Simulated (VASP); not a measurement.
These are LDA (Ceperley-Alder, Perdew-Zunger), VASP's LDA PAW potentials (set 64) (plane waves; VASP 6.6.1) values and carry that method's errors.

VASP ran on this input.

INCAR:
```
SYSTEM  =  MnF2
PREC  =  Accurate; ENCUT  =  520; LREAL  =  .False.
LASPH  =  .True.; ICHARG  =  11
EDIFF  =  1E-7; NELM  =  100; ALGO  =  Normal
LMAXMIX  =  4
ISMEAR  =  0; SIGMA  =  0.05
MAGMOM  =  4.4 -4.4 -0.0 2*0.0 -0.0
ISPIN  =  2
LWAVE  =  .False.; LCHARG  =  .False.; LORBIT  =  11
```

POSCAR:
```
MnF2
9.5161430
  0.5000000040   0.0000000000   0.0000000000
  0.0000000000   0.5000000040   0.0000000000
  0.0000000000   0.0000000000   0.3389174972
Mn F
2 4
Cartesian
  0.0000000000   0.0000000000   0.0000000000
  0.2500000020   0.2500000020   0.1694587486
  0.1511240092   0.1511240092   0.0000000000
  0.4011240112   0.0988759929   0.1694587486
  0.0988759929   0.4011240112   0.1694587486
  0.3488759949   0.3488759949   0.3389174972
```

### KPOINTS
```
k-points along high-symmetry lines
8
Line-mode
Reciprocal
  0.000000   0.000000   0.000000 ! GAMMA
  0.500000   0.500000   0.000000 ! Y

  0.500000   0.500000   0.000000 ! Y
  0.500000   0.500000   0.000000 ! C_0

  0.500000  -0.500000   0.000000 ! SIGMA_0
  0.000000   0.000000   0.000000 ! GAMMA

  0.000000   0.000000   0.000000 ! GAMMA
  0.000000   0.000000   0.500000 ! Z

  0.000000   0.000000   0.500000 ! Z
  0.500000  -0.500000   0.500000 ! A_0

  0.500000   0.500000   0.500000 ! E_0
  0.500000   0.500000   0.500000 ! T

  0.500000   0.500000   0.500000 ! T
  0.500000   0.500000   0.000000 ! Y

  0.000000   0.000000   0.000000 ! GAMMA
  0.500000  -0.000000   0.000000 ! S

  0.500000  -0.000000   0.000000 ! S
  0.500000  -0.000000   0.500000 ! R

  0.500000  -0.000000   0.500000 ! R
  0.000000   0.000000   0.500000 ! Z

  0.000000   0.000000   0.500000 ! Z
  0.500000   0.500000   0.500000 ! T
```

POTCAR, in this order: Mn_pv F (LDA.64 set). Program: vasp_std. Read from the step before: CHGCAR.

The resulting files:

### OUTCAR
```
 ion  position               nearest neighbor table
   1  0.000  0.000  0.000-   3 2.03   6 2.03   5 2.09   4 2.09   4 2.09   5 2.09
   2  0.500  0.500  0.500-   4 2.03   5 2.03   3 2.09   6 2.09   3 2.09   6 2.09
   3  0.302  0.302  0.000-   1 2.03   2 2.09   2 2.09
   4  0.802  0.198  0.500-   2 2.03   1 2.09   1 2.09
   5  0.198  0.802  0.500-   2 2.03   1 2.09   1 2.09
   6  0.698  0.698  0.000-   1 2.03   2 2.09   2 2.09
  LATTYP: Found a simple tetragonal cell.
 ALAT       =     4.7580715385
 C/A-ratio  =     0.6778349889
 Subroutine PRICEL returns:
 Original cell was already a primitive cell.
 Subroutine GETGRP returns: Found 16 space group operations
The static configuration has the point symmetry D_2h.
 The point group associated with its full space group is D_4h.
The dynamic configuration has the point symmetry D_2h.
The overall configuration has the point symmetry D_2h.
 Subroutine INISYM returns: Found 16 space group operations
   k-points           NKPTS =     88   k-points in BZ     NKDIM =     88   number of bands    NBANDS=     32
   number of dos      NEDOS =    301   number of ions     NIONS =      6
   total plane-waves  NPLWV =  31104
   dimension x,y,z NGX =    36 NGY =   36 NGZ =   24
   dimension x,y,z NGXF=    72 NGYF=   72 NGZF=   48
   ions per type =               2   4
   PREC   = accura    normal or accurate (medium, high low for compatibility)
...
```

**OSZICAR**
```
       N       E                     dE             d eps       ncg     rms          rms(c)
DAV:   1     0.673108722415E+03    0.67311E+03   -0.31760E+04 11568   0.195E+03
DAV:   2     0.210104422868E+02   -0.65210E+03   -0.62681E+03 12776   0.551E+02
DAV:   3    -0.401825311671E+02   -0.61193E+02   -0.60422E+02 12432   0.176E+02
DAV:   4    -0.417916788983E+02   -0.16091E+01   -0.15886E+01 12416   0.286E+01
DAV:   5    -0.418221566446E+02   -0.30478E-01   -0.30472E-01 12184   0.409E+00
DAV:   6    -0.418230367786E+02   -0.88013E-03   -0.88013E-03 12624   0.676E-01
DAV:   7    -0.418230690106E+02   -0.32232E-04   -0.32232E-04 12560   0.127E-01
DAV:   8    -0.418230705011E+02   -0.14905E-05   -0.14905E-05 12272   0.257E-02
DAV:   9    -0.418230705774E+02   -0.76309E-07   -0.76291E-07 10024   0.565E-03
   1 F= -.41823071E+02 E0= -.41823071E+02  d E =-.114349E-10  mag=     0.0000
```

OUTCAR:
```



 magnetization (x)

# of ion       s       p       d       tot
------------------------------------------
    1        0.013   0.011   4.411   4.435
    2       -0.013  -0.011  -4.411  -4.435
    3       -0.002  -0.032   0.000  -0.034
    4        0.002   0.032   0.000   0.034
    5        0.002   0.032   0.000   0.034
    6       -0.002  -0.032   0.000  -0.034
--------------------------------------------------
tot         -0.000   0.000   0.000   0.000
```
(Selected blocks of OUTCAR.)

File OUTCAR:
```
 val. band max:        3.5060348820   @ k =   0.3571  -0.3571   0.5000

 cond. band min:       5.1244857578   @ k =   0.0000   0.0000   0.0000



 spin component 1

 k-point     1 :       0.0000    0.0000    0.0000
  band No.  band energies     occupation
      1     -45.6785      1.00000
      2     -45.6132      1.00000
      3     -45.6008      1.00000
      4     -41.2455      1.00000
      5     -41.1932      1.00000
      6     -41.1827      1.00000
      7     -21.0134      1.00000
      8     -20.3556      1.00000
      9     -20.3311      1.00000
     10     -20.2633      1.00000
     11      -4.9846      1.00000
     12      -3.9146      1.00000
     13      -3.5398      1.00000
     14      -3.2276      1.00000
     15      -2.8318      1.00000
     16      -2.7783      1.00000
     17      -2.7769      1.00000
     18      -2.7488      1.00000
     19      -1.7283      1.00000
     20      -1.3566      1.00000
     21      -1.3364      1.00000
     22      -1.0080      1.00000
     23       1.6264      1.00000
     24       1.9401      1.00000
     25       2.1213      1.00000
     26       3.0690      1.00000
     27       3.3441      1.00000
     28       5.1245      0.00000
     29       5.4061      0.00000
     30       5.8837      0.00000
     31       5.8990      0.00000
     32       7.0318      0.00000

 k-point     2 :       0.0714    0.0714    0.0000
  band No.  band energies     occupation
      1     -45.6785      1.00000
      2     -45.6132      1.00000
      3     -45.6008      1.00000
      4     -41.2455      1.00000
      5     -41.1932      1.00000
      6     -41.1827      1.00000
      7     -20.9989      1.00000
      8     -20.3685      1.00000
      9     -20.3331      1.00000
     10     -20.2646      1.00000
     11      -4.9418      1.00000
     12      -3.8994      1.00000
     13      -3.5135      1.00000
     14      -3.2298      1.00000
     15      -2.8823      1.00000
...
```

The density is held fixed in this step, so its total energy and stress have no physical meaning.

The compound is MnF2 in the rutile structure. It was relaxed first, which changed the volume by -7 %.
